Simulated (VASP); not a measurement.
# A VASP study of AlNi (PBE + D3(BJ)): structure first, properties next, part 3 of 6

Wanted: the relaxed cell of AlNi and its properties. The start is a cell from a database of measured crystal structures.

VASP 6.6.1, plane waves and PAW; the level of theory is named at each step.

Still holding for the runs below: The k-mesh is coarse for a metal.

So far. Step 5 (Magnetic start: antiferromagnetic, q = (1/2, 1/2, 0)): The energy lies -1.4 meV an atom from the first pattern, and both runs end without moments, so a difference comes from cell, mesh or thresholds alone. The moments fall under 0.1 μB, and the mesh shows no gap. Step 6 (The orders side by side): All patterns lost their moments. Runs that ended non-magnetic differ by up to 6.3 meV an atom among themselves, which can come from the unlike meshes of the cells or from a run that isn't fully settled.

The database entry behind the starting cell differs from later determinations by our own check (about 0.2 % short), so it need not match the best structure at ambient conditions.

### Step 7. Relaxing cell and atoms (PBE + D3(BJ))

This step: PBE with D3(BJ), zero-moment start; plane waves and PAW (Al, Ni) (VASP 6.6.1).

System of this step: AlNi. Symmetry: Pm-3m, No. 221, cubic system. Conventional cell: a = 2.881 Å, b = 2.881 Å, c = 2.881 Å, α = 90.00°, β = 90.00°, γ = 90.00°. Al has 8 Ni at 2.50 Å nearest. Nearest to Ni lie 8 Al at 2.50 Å. Farther neighbours are not listed.

Properties are meant for the cell that this level of theory prefers, so cell and atoms are relaxed first (ISIF = 3) until forces and stress are small; EDIFFG sets the threshold.

INCAR reads:

```
SYSTEM = AlNi
PREC = Accurate
ENCUT = 400
EDIFF = 1E-06
NELM = 100
ISMEAR = 1
SIGMA = 0.2
LREAL = .FALSE.
ALGO = Normal
GGA = PE
IVDW = 12
NBANDS = 13
ISPIN = 2
MAGMOM = 0 0
LASPH = .TRUE.
LMAXMIX = 4
LORBIT = 11
LWAVE = .FALSE.
LCHARG = .FALSE.
KPAR = 4
IBRION = 2
NSW = 60
ISIF = 3
EDIFFG = -0.01
```

POSCAR reads:

```
AlNi
1.0
    2.8810000000      0.0000000000      0.0000000000
    0.0000000000      2.8810000000      0.0000000000
    0.0000000000      0.0000000000      2.8810000000
Al Ni
1 1
Direct
    0.0000000000      0.0000000000      0.0000000000
    0.5000000000      0.5000000000      0.5000000000
```

KPOINTS reads:

```
Automatic mesh
0
Gamma
7 7 7
0 0 0
```

PAW data sets: Al and Ni (PBE family, release 64).

Run with:

```
> mpirun -np 4 vasp_std
```

Log:

```text
[... set-up lines as in an earlier step ...]
 entering main loop
       N       E                     dE             d eps       ncg     rms          rms(c)
DAV:   1     0.330961741562E+02    0.33096E+02   -0.45735E+03  1080   0.849E+02
DAV:   2    -0.107060323548E+02   -0.43802E+02   -0.40018E+02  1105   0.163E+02
DAV:   3    -0.119534020286E+02   -0.12474E+01   -0.12400E+01  1275   0.320E+01
DAV:   4    -0.119690735759E+02   -0.15672E-01   -0.15669E-01  1173   0.337E+00
DAV:   5    -0.119695381384E+02   -0.46456E-03   -0.46456E-03  1288   0.616E-01    0.118E+01
DAV:   6    -0.138001988347E+02   -0.18307E+01   -0.47219E+01  1205   0.996E+01    0.154E+01
DAV:   7    -0.105781660003E+02    0.32220E+01   -0.13882E+01  1190   0.598E+01    0.107E+00
DAV:   8    -0.105663468876E+02    0.11819E-01   -0.31797E-01  1281   0.618E+00    0.103E+00
DAV:   9    -0.105526881753E+02    0.13659E-01   -0.53196E-02  1286   0.316E+00    0.209E-01
DAV:  10    -0.105522287752E+02    0.45940E-03   -0.29740E-03  1323   0.793E-01    0.647E-02
DAV:  11    -0.105522245317E+02    0.42435E-05   -0.13107E-04  1437   0.124E-01    0.203E-02
DAV:  12    -0.105522229919E+02    0.15398E-05   -0.34815E-06  1052   0.272E-02    0.576E-03
DAV:  13    -0.105522226221E+02    0.36974E-06   -0.29251E-07   645   0.556E-03
   1 F= -.11438062E+02 E0= -.11437694E+02  d E =-.114381E+02  mag=     0.0000
 curvature:   0.00 expect dE= 0.000E+00 dE for cont linesearch  0.000E+00
 trial: gam= 0.00000 g(F)=  0.000E+00 g(S)=  0.318E-01 ort = 0.000E+00 (trialstep = 0.100E+01)
 search vector abs. value=  0.318E-01
 bond charge predicted
       N       E                     dE             d eps       ncg     rms          rms(c)
DAV:   1    -0.111611103665E+02   -0.60889E+00   -0.66587E+00  1170   0.403E+01    0.761E+00
DAV:   2    -0.118745451099E+02   -0.71343E+00   -0.19943E+01  1200   0.653E+01    0.923E+00
DAV:   3    -0.105174755804E+02    0.13571E+01   -0.66022E+00  1190   0.406E+01    0.812E-01
DAV:   4    -0.105146417340E+02    0.28338E-02   -0.67087E-02  1230   0.230E+00    0.713E-01
DAV:   5    -0.105099287823E+02    0.47130E-02   -0.14909E-02  1462   0.147E+00    0.156E-01
DAV:   6    -0.105098343917E+02    0.94391E-04   -0.99172E-04  1220   0.474E-01    0.384E-02
DAV:   7    -0.105098335980E+02    0.79371E-06   -0.19581E-05  1186   0.379E-02    0.159E-02
DAV:   8    -0.105098315888E+02    0.20092E-05   -0.26986E-06   746   0.237E-02    0.575E-03
DAV:   9    -0.105098312461E+02    0.34270E-06   -0.10058E-06   595   0.124E-02
   2 F= -.11441270E+02 E0= -.11440638E+02  d E =-.320757E-02  mag=     0.0000
 trial-energy change:   -0.003208  1 .order   -0.002677   -0.031797    0.026444
 step:   0.5594(harm=  0.5460)  dis= 0.00000  next Energy=   -11.447049 (dE=-0.899E-02)
 bond charge predicted
       N       E                     dE             d eps       ncg     rms          rms(c)
DAV:   1    -0.106566632626E+02   -0.14683E+00   -0.12937E+00  1150   0.184E+01    0.313E+00
DAV:   2    -0.107722785233E+02   -0.11562E+00   -0.34096E+00  1220   0.270E+01    0.400E+00
DAV:   3    -0.105403511994E+02    0.23193E+00   -0.14152E+00  1190   0.172E+01    0.599E-01
DAV:   4    -0.105362880753E+02    0.40631E-02   -0.12591E-02  1250   0.142E+00    0.986E-02
DAV:   5    -0.105361710690E+02    0.11701E-03   -0.35371E-04  1170   0.169E-01    0.295E-02
DAV:   6    -0.105361789880E+02   -0.79189E-05   -0.16976E-05  1302   0.322E-02    0.956E-03
DAV:   7    -0.105361809113E+02   -0.19234E-05   -0.84326E-07   797   0.804E-03    0.320E-03
DAV:   8    -0.105361811440E+02   -0.23269E-06   -0.35893E-07   550   0.820E-03
   3 F= -.11447152E+02 E0= -.11446633E+02  d E =-.908948E-02  mag=    -0.0000
 curvature:  -0.27 expect dE=-0.556E-09 dE for cont linesearch -0.556E-09
 trial: gam=-0.00025 g(F)=  0.582E-65 g(S)=  0.204E-08 ort = 0.805E-05 (trialstep = 0.912E+00)
 search vector abs. value=  0.100E-09
 reached required accuracy - stopping structural energy minimisation
```

Run time: 7.2 s. Hardware: 4 MPI ranks of Intel Xeon 6975P-C (Granite Rapids), shared host; peak memory 0.51 GiB; 26 s of CPU time.

Parts of OUTCAR (step 7):

```text
   k-points           NKPTS =     20   k-points in BZ     NKDIM =     20   number of bands    NBANDS=     13

   NELECT =      13.0000    total number of electrons

 Edisp (eV)   -0.93144

 E-fermi :  10.5617

 spin component 1
 k-point     1 :       0.0000    0.0000    0.0000
  band No.  band energies     occupation
    ...
      2       7.0507      1.00000
      3       7.0507      1.00000
      4       8.8166      1.00000
      5       8.8166      1.00000
      6       8.8166      1.00000
      7      16.0014      0.00000
      8      16.0014      0.00000
      9      16.0014      0.00000
     10      18.6053      0.00000
     11      18.6053      0.00000
    ...

 k-point     2 :       0.1429    0.0000    0.0000
  band No.  band energies     occupation
    ...
      2       6.9984      1.00000
      3       7.1396      1.00000
      4       8.6597      1.00000
      5       8.6597      1.00000
      6       8.8340      1.00000
      7      13.3841     -0.00000
      8      16.4967      0.00000
      9      16.4967      0.00000
     10      18.6186      0.00000
     11      20.8205      0.00000
    ...

 Edisp (eV)   -0.91097

  Total      -0.00017    -0.00017    -0.00017    -0.00000    -0.00000    -0.00000
  in kB      -0.01156    -0.01156    -0.01156    -0.00000    -0.00000    -0.00000
  external pressure =       -0.01 kB  Pullay stress =        0.00 kB

 POSITION                                       TOTAL-FORCE (eV/Angst)
 -----------------------------------------------------------------------------------
      0.00000      0.00000      0.00000         0.000000     -0.000000      0.000000
      1.42761      1.42761      1.42761        -0.000000      0.000000      0.000000
 -----------------------------------------------------------------------------------
    total drift:                               -0.000000      0.000000     -0.000000

  FREE ENERGIE OF THE ION-ELECTRON SYSTEM (eV)
  ---------------------------------------------------
  free  energy   TOTEN  =       -11.4471516418 eV

  energy  without entropy=      -11.4455962825  energy(sigma->0) =      -11.44663319

 reached required accuracy - stopping structural energy minimisation

 magnetization (x)
# of ion       s       p       d       tot
------------------------------------------
    1       -0.000  -0.000   0.000  -0.000
    2       -0.000  -0.000  -0.000  -0.000
--------------------------------------------------
tot         -0.000  -0.000  -0.000  -0.000

[... 5 parts as in an earlier step ...]

[... 11 further parts left out ...]
```

CONTCAR:

```
AlNi
   1.00000000000000
     2.8552291789944468    0.0000000000000000    0.0000000000000000
    -0.0000000000000000    2.8552291789944468    0.0000000000000000
    -0.0000000000000000   -0.0000000000000000    2.8552291789944468
  Al              Ni
     1     1
Direct
     0.0000000000000000    0.0000000000000000    0.0000000000000000
     0.5000000000000000    0.5000000000000000    0.5000000000000000
```

This run allows spin, but its moments start at zero, where symmetry between the spins tends to hold them, which is where the search above led. Its electron count is odd, so without a moment it is a metal by construction. The run keeps the 48 symmetry operations of its start, so it cannot find a distortion of lower symmetry.

Relaxation path:

```tsv
step	energy less that of the first step (eV)	largest force (eV/Å)	pressure (GPa)	volume (Å³)
1	0.0000	0.0000	-4.44	23.91
2	-0.0032	0.0000	3.88	22.78
3	-0.0091	0.0000	0.00	23.28
```

```tsv
conventional cell, symmetrised	before	after	change
a (Å)	2.881	2.855	-0.9 %
b (Å)	2.881	2.855	-0.9 %
c (Å)	2.881	2.855	-0.9 %
volume (Å³/atom)	11.96	11.64	-2.7 %
```

Final coordinates:

```xyz
2
Lattice="2.8552 0.0000 0.0000 0.0000 2.8552 0.0000 0.0000 0.0000 2.8552" Properties=species:S:1:pos:R:3 pbc="T T T"
Al    0.0000    0.0000    0.0000
Ni    1.4276    1.4276    1.4276
```

This step gave:

| Property | Result |
| --- | --- |
| electrons | 13 |
| bands | 13 |
| irreducible k-points | 20 |
| symmetry operations | 48 |
| free energy (TOTEN) | -11.45 eV |
| energy at zero smearing | -11.45 eV |
| Fermi energy | 10.56 eV |
| pressure | -0.001156 GPa |
| SCF cycles over all ionic steps | 30 |

It ends with forces that vanish by symmetry and a pressure of 0.00 GPa.

### Step 8. Second relaxation

The basis stayed that of the start cell while the cell moved. A rerun from the cell reached resets it; the error of the finite cutoff stays.

INCAR is that of step 7.

POSCAR reads:

```
AlNi
1.0
    2.8552291790      0.0000000000      0.0000000000
    0.0000000000      2.8552291790      0.0000000000
    0.0000000000      0.0000000000      2.8552291790
Al Ni
1 1
Direct
    0.0000000000      0.0000000000      0.0000000000
    0.5000000000      0.5000000000      0.5000000000
```

KPOINTS is that of step 7.

Run with:

```
> mpirun -np 4 vasp_std
```

Log:

```text
[... set-up lines as in an earlier step ...]
 entering main loop
       N       E                     dE             d eps       ncg     rms          rms(c)
DAV:   1     0.346050759483E+02    0.34605E+02   -0.46842E+03  1064   0.861E+02
DAV:   2    -0.107579971028E+02   -0.45363E+02   -0.41749E+02  1095   0.167E+02
DAV:   3    -0.119660488843E+02   -0.12081E+01   -0.12011E+01  1305   0.318E+01
DAV:   4    -0.119814478054E+02   -0.15399E-01   -0.15395E-01  1178   0.332E+00
DAV:   5    -0.119819025334E+02   -0.45473E-03   -0.45472E-03  1303   0.609E-01    0.120E+01
DAV:   6    -0.136784417476E+02   -0.16965E+01   -0.46164E+01  1195   0.997E+01    0.151E+01
DAV:   7    -0.105597687300E+02    0.31187E+01   -0.13637E+01  1190   0.598E+01    0.105E+00
DAV:   8    -0.105495453015E+02    0.10223E-01   -0.28670E-01  1291   0.587E+00    0.105E+00
DAV:   9    -0.105355316803E+02    0.14014E-01   -0.54419E-02  1260   0.323E+00    0.214E-01
DAV:  10    -0.105350636119E+02    0.46807E-03   -0.31179E-03  1316   0.830E-01    0.678E-02
DAV:  11    -0.105350595843E+02    0.40276E-05   -0.15441E-04  1444   0.142E-01    0.225E-02
DAV:  12    -0.105350575248E+02    0.20594E-05   -0.64273E-06  1238   0.374E-02    0.467E-03
DAV:  13    -0.105350572056E+02    0.31923E-06   -0.21788E-07   665   0.529E-03
   1 F= -.11446028E+02 E0= -.11445508E+02  d E =-.114460E+02  mag=     0.0000
 curvature:   0.00 expect dE= 0.000E+00 dE for cont linesearch  0.000E+00
 trial: gam= 0.00000 g(F)=  0.000E+00 g(S)=  0.348E-05 ort = 0.000E+00 (trialstep = 0.100E+01)
 search vector abs. value=  0.348E-05
 reached required accuracy - stopping structural energy minimisation
```

It took 3.4 s on 4 MPI ranks; peak memory 0.52 GiB; 11 s of CPU time.

OUTCAR, selected parts (step 8):

```text
   ENCUT  =  400.0 eV  29.40 Ry    5.42 a.u.   4.66  4.66  4.66*2*pi/ulx,y,z

   NELECT =      13.0000    total number of electrons

 E-fermi :  10.5619

 spin component 1
 k-point     1 :       0.0000    0.0000    0.0000
  band No.  band energies     occupation
    ...
      2       7.0509      1.00000
      3       7.0509      1.00000
      4       8.8171      1.00000
      5       8.8171      1.00000
      6       8.8171      1.00000
      7      16.0015      0.00000
      8      16.0015      0.00000
      9      16.0015      0.00000
     10      18.6057      0.00000
     11      18.6057      0.00000
    ...

 k-point     2 :       0.1429    0.0000    0.0000
  band No.  band energies     occupation
    ...
      2       6.9985      1.00000
      3       7.1397      1.00000
      4       8.6598      1.00000
      5       8.6598      1.00000
      6       8.8342      1.00000
      7      13.3842     -0.00000
      8      16.4967      0.00000
      9      16.4967      0.00000
     10      18.6189      0.00000
     11      20.8206      0.00000
    ...

 Edisp (eV)   -0.91097

  Total      -0.00693    -0.00693    -0.00693     0.00000     0.00000    -0.00000
  in kB      -0.47722    -0.47722    -0.47722     0.00000     0.00000    -0.00000
  external pressure =       -0.48 kB  Pullay stress =        0.00 kB

 POSITION                                       TOTAL-FORCE (eV/Angst)
 -----------------------------------------------------------------------------------
      0.00000      0.00000      0.00000         0.000000      0.000000      0.000000
      1.42761      1.42761      1.42761         0.000000      0.000000      0.000000
 -----------------------------------------------------------------------------------
    total drift:                               -0.000000      0.000000     -0.000000

  FREE ENERGIE OF THE ION-ELECTRON SYSTEM (eV)
  ---------------------------------------------------
  free  energy   TOTEN  =       -11.4460277034 eV

  energy  without entropy=      -11.4444699026  energy(sigma->0) =      -11.44550844

 magnetization (x)
# of ion       s       p       d       tot
------------------------------------------
    1        0.000   0.000   0.000   0.000
    2       -0.000  -0.000  -0.000  -0.000
--------------------------------------------------
tot          0.000   0.000  -0.000  -0.000

[... 5 parts as in an earlier step ...]

[... 14 further parts left out ...]
```

CONTCAR:

```
AlNi
   1.00000000000000
     2.8552291790000002    0.0000000000000000    0.0000000000000000
     0.0000000000000000    2.8552291790000002    0.0000000000000000
     0.0000000000000000    0.0000000000000000    2.8552291790000002
  Al              Ni
     1     1
Direct
     0.0000000000000000    0.0000000000000000    0.0000000000000000
     0.5000000000000000    0.5000000000000000    0.5000000000000000
```

Little changed from the start: no atom moved by 0.005 Å and no cell edge by 0.1 %.

This step gave:

| Item | Value |
| --- | --- |
| pressure | -0.04772 GPa |
| SCF cycles over all ionic steps | 13 |

It ends with forces that vanish by symmetry and a pressure of -0.05 GPa. The volume moved by under 0.01 %: the run met its threshold at the first step.

(Continued in part 4 of 6.)

[Lines on the potential files, build, host, timing and source positions are cut from VASP's logs without a mark.]

[Logs are printed without paths, hosts, clocks, repeated set-up lines and the standing remarks that a program may print on its own settings, such as how far it seeks lower states.]

[Hosts, paths, dates, database ids (printed as entryN), source tags and the programs' standing remarks are cut or masked in the printed files.]

[A measured line is paired with the nearest computed mode of its activity, which favours agreement.]

[In band tables of VASP the shares of atoms and orbitals are scaled to a sum of 1 inside the atoms' spheres.]
